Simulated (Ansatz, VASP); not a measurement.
# MnZn: VASP beside Ansatz

```
Mn Zn
1.0
     2.89285    0.00000    0.00000
     0.00000    2.89285    0.00000
     0.00000    0.00000    2.89285
Mn Zn
1 1
Direct
  0.00000 0.00000 0.00000
  0.50000 0.50000 0.50000
```

Alike in both runs: functional LDA; k mesh 11 × 11 × 11; occupations fermi-dirac, width 0.05 eV; collinear spin.

Ansatz relaxed the structure, and its values are those at the end. VASP's run is a single point on that final structure, the one shown.

|  | VASP | Ansatz |
| --- | --- | --- |
| version | VASP 6.6.1 | Ansatz 0.2.0 |
| potentials or method | VASP PAW LDA potentials, release 64 (Mn_pv, Zn) | PAW with Ansatz's default frozen-core files, scalar-relativistic |
| plane-wave cutoff (eV) | 520 | 420 |
| valence electrons in the cell | 25 | 27 |

```csv
,VASP,Ansatz,Ansatz less VASP
pressure (GPa),0.4,0.0,-0.40
net moment per atom (μB),1.31,1.33,+0.016
```

The two sets of potentials don't hold the same shells in valence.
